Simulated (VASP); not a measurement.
Energy against volume of CdSe (zinc blende). All values below come from optB88-vdW, VASP's PBE PAW potentials (set 64) (plane waves; VASP). Numerical set-up: 520 eV cut-off, 7×7×7 Γ-centred mesh, Gaussian smearing of 0.050 eV, potentials Cd Se.

| V (Å³/atom) | E (eV/atom) |
|---|---|
| 28.666 | -0.25786 |
| 29.552 | -0.26210 |
| 30.439 | -0.25849 |
| 31.325 | -0.24824 |

### Question
Fit these four points and predict the energy of the run at 27.779 Å³/atom.

### Answer
A cubic in V^(−2/3), the third-order Birch-Murnaghan form, passes through the four points with V0 = 29.56 Å³/atom and B0 = 47 GPa, and gives -0.2443 eV/atom there. The run gave -0.2443 eV/atom, +0.1 meV/atom from the fit; all five points give B0 = 47 GPa.

The compound is CdSe in the zinc blende structure, whereas wurtzite is the usual form. It was relaxed first, which changed the volume by +7 %.
